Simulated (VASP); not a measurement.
Method: PBEsol GGA, VASP's PBE PAW potentials (set 64) (plane waves; VASP 6.6.1).

Gaps are without spin-orbit coupling.

Order these relaxed crystals by band gap, smallest first: GaSe, R3m (160); ZnCdSe2, P3m1 (156); AlAs, F-43m (216); FeS2, Pa-3 (205).

FeS2, Pa-3 (205) (0.29 eV), ZnCdSe2, P3m1 (156) (0.65 eV), GaSe, R3m (160) (1.06 eV), AlAs, F-43m (216) (1.34 eV)
